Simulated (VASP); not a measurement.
Method: optB88-vdW, VASP's PBE PAW potentials (set 64) (plane waves; VASP).

VASP input:

### KPOINTS
```
Automatic mesh
0
Gamma
6 6 4
0 0 0
```

File POSCAR:
```
ZrS2
1
    3.6801792113     0.0000000000    -0.0000000000
   -1.8400896056     3.1871287100     0.0000000000
   -0.0000000000     0.0000000000     5.8262105308
Zr S
1 2
Direct
  0.0000000000   0.0000000000   0.0000000000
  0.3333330000   0.6666670000   0.2496907351
  0.6666670000   0.3333330000   0.7503092649
```

**INCAR**
```
SYSTEM = ZrS2
PREC = Accurate
ENCUT = 480
EDIFF = 1E-6
NELM = 100
ALGO = Normal
LREAL = .FALSE.
LASPH = .TRUE.
ISMEAR = 0
SIGMA = 0.05
GGA = BO
PARAM1 = 0.1833333333
PARAM2 = 0.22
LUSE_VDW = .TRUE.
AGGAC = 0.0
LMAXMIX = 4
LWAVE = .FALSE.
LCHARG = .FALSE.
IBRION = 2
ISIF = 3
NSW = 60
EDIFFG = -0.02
```

POTCAR, in this order: Zr_sv S (PBE.64 set). Program: vasp_std.

Task: Predict the energy per atom (σ→0), band gap (on the k-mesh).

Result: 
```
Quantity                           Value
------------------------  --------------
energy per atom (σ→0)     -5276 meV/atom
band gap (on the k-mesh)         0.82 eV
```

**OSZICAR**
```
...
DAV:   7    -0.158202729316E+02    0.41727E-01   -0.62275E-01  1152   0.483E+00    0.402E+00
DAV:   8    -0.158266388704E+02   -0.63659E-02   -0.99964E-02  1032   0.215E+00    0.713E-01
DAV:   9    -0.158274410975E+02   -0.80223E-03   -0.12508E-02  1016   0.775E-01    0.480E-01
DAV:  10    -0.158277371465E+02   -0.29605E-03   -0.14475E-03  1144   0.301E-01    0.158E-01
DAV:  11    -0.158277130461E+02    0.24100E-04   -0.10557E-04  1016   0.736E-02    0.553E-02
DAV:  12    -0.158277316058E+02   -0.18560E-04   -0.40825E-05  1072   0.504E-02    0.227E-02
DAV:  13    -0.158277312184E+02    0.38738E-06   -0.10996E-06   856   0.616E-03
   1 F= -.15827731E+02 E0= -.15827731E+02  d E =-.158277E+02
```

The compound is ZrS2 in the 1T layered structure. It was relaxed first. The start is the result of an earlier pass.
